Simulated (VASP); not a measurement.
Energy against volume of KCl (rock salt). Level of theory: PBE GGA with D3 dispersion (Becke-Johnson damping), VASP's PBE PAW potentials (set 64) (plane waves; VASP).

```json
[
 {"V (Å³/atom)": "28.977", "E (eV/atom)": "-3.58852"},
 {"V (Å³/atom)": "29.902", "E (eV/atom)": "-3.59425"},
 {"V (Å³/atom)": "30.826", "E (eV/atom)": "-3.59609"},
 {"V (Å³/atom)": "31.751", "E (eV/atom)": "-3.59462"},
 {"V (Å³/atom)": "32.676", "E (eV/atom)": "-3.59041"}
]
```

**Question.** Fit a third-order Birch-Murnaghan equation of state.

**Answer.** 
The volume per atom comes out as 30.85 Å^3/atom. The bulk modulus comes out as 18.9 GPa and the pressure derivative of the bulk modulus comes out as 4.81. The lattice constant a is 6.273 Å.

The compound is KCl in the rock salt structure. It was relaxed first.
